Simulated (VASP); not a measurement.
Output of a VASP run:

OSZICAR:
```
       N       E                     dE             d eps       ncg     rms          rms(c)
DAV:   1     0.154804335202E+03    0.15480E+03   -0.97605E+03  2500   0.190E+03
DAV:   2    -0.112738080676E+02   -0.16608E+03   -0.15869E+03  2584   0.451E+02
DAV:   3    -0.248192962261E+02   -0.13545E+02   -0.13103E+02  3052   0.126E+02
DAV:   4    -0.255628268502E+02   -0.74353E+00   -0.73434E+00  3428   0.277E+01
DAV:   5    -0.255847495490E+02   -0.21923E-01   -0.21920E-01  3212   0.416E+00    0.210E+01
DAV:   6    -0.209170482818E+02    0.46677E+01   -0.27823E+01  2984   0.740E+01    0.695E+00
DAV:   7    -0.207359494221E+02    0.18110E+00   -0.26209E+00  2804   0.222E+01    0.588E+00
DAV:   8    -0.207834451281E+02   -0.47496E-01   -0.84140E-01  2652   0.135E+01    0.441E+00
DAV:   9    -0.207187137500E+02    0.64731E-01   -0.16625E-01  2660   0.678E+00    0.115E+00
DAV:  10    -0.207166778354E+02    0.20359E-02   -0.69367E-02  2672   0.412E+00    0.685E-01
DAV:  11    -0.207144252140E+02    0.22526E-02   -0.99352E-03  2620   0.162E+00    0.932E-02
DAV:  12    -0.207143852998E+02    0.39914E-04   -0.58961E-04  3800   0.368E-01    0.298E-02
DAV:  13    -0.207143899984E+02   -0.46986E-05   -0.54912E-05  3008   0.107E-01    0.435E-03
DAV:  14    -0.207143900950E+02   -0.96618E-07   -0.17138E-06  3020   0.157E-02    0.176E-03
DAV:  15    -0.207143901301E+02   -0.35068E-07   -0.12259E-07  1804   0.560E-03
   1 F= -.18525416E+02 E0= -.18525287E+02  d E =-.185254E+02
```

File OUTCAR:
```
------------------------ aborting loop because EDIFF is reached ----------------------------------------
  FORCE on cell =-STRESS in cart. coord.  units (eV):
  Direction    XX          YY          ZZ          XY          YZ          ZX
  --------------------------------------------------------------------------------------
  Total        2.1816168      2.1816168      2.1816168      0.0000000      0.0000000      0.0000000
  in kB      199.3277450    199.3277450    199.3277450      0.0000000      0.0000000      0.0000000
  external PRESSURE =      -0.6722550 kB  Pullay stress =     200.0000000 kB
  volume of cell :       17.54
      direct lattice vectors                 reciprocal lattice vectors
     0.000000000  2.062040060  2.062040060    -0.242478315  0.242478315  0.242478315
     2.062040060  0.000000000  2.062040060     0.242478315 -0.242478315  0.242478315
     2.062040060  2.062040060  0.000000000     0.242478315  0.242478315 -0.242478315
 POSITION                                       TOTAL-FORCE (eV/Angst)
 -----------------------------------------------------------------------------------
      0.00000      0.00000      0.00000        -0.000000      0.000000      0.000000
      2.06204      2.06204      2.06204         0.000000     -0.000000     -0.000000
 -----------------------------------------------------------------------------------
    total drift:                                0.000000     -0.000000     -0.000000
  FREE ENERGIE OF THE ION-ELECTRON SYSTEM (eV)
  ---------------------------------------------------
  free  energy   TOTEN  =       -20.7143901301 eV

  energy  without entropy=      -20.7140054120  energy(sigma->0) =      -20.71426189
  enthalpy is  TOTEN    =       -18.5254156248 eV   P V=        2.1889745053

 reached required accuracy - stopping structural energy minimisation
```
(Selected blocks of OUTCAR.)

**POSCAR**
```
TiN
1
    0.0000000000     2.0620400597     2.0620400597
    2.0620400597    -0.0000000000     2.0620400597
    2.0620400597     2.0620400597     0.0000000000
Ti N
1 1
Direct
  0.0000000000   0.0000000000   1.0000000000
  0.5000000000   0.5000000000   0.5000000000
```

**Question.** Write an INCAR and KPOINTS that could have produced this output.

**Answer.** Several could match; the one computed here: the input of the run itself, PBEsol GGA, plane waves, VASP's PBE PAW potentials (set 64).

### INCAR
```
ALGO=Normal
EDIFF=1E-7
EDIFFG=-0.01
ENCUT=600
GGA=PS
IBRION=2
ISIF=3
ISMEAR=1
LASPH=T
LCHARG=F
LMAXMIX=4
LREAL=F
LWAVE=F
NELM=100
NSW=40
PREC=Accurate
PSTRESS=200
SIGMA=0.1
SYSTEM=TiN
```

File KPOINTS:
```
K-points
0
gamma
14 14 14
0 0 0
```

POTCAR, in this order: Ti_sv N (PBE.64 set). Program: vasp_std.

The compound is TiN in the rock salt structure. It was relaxed first under an external pressure of 20 GPa. The electron count is odd and the run is not spin-polarised, which forces a metal.
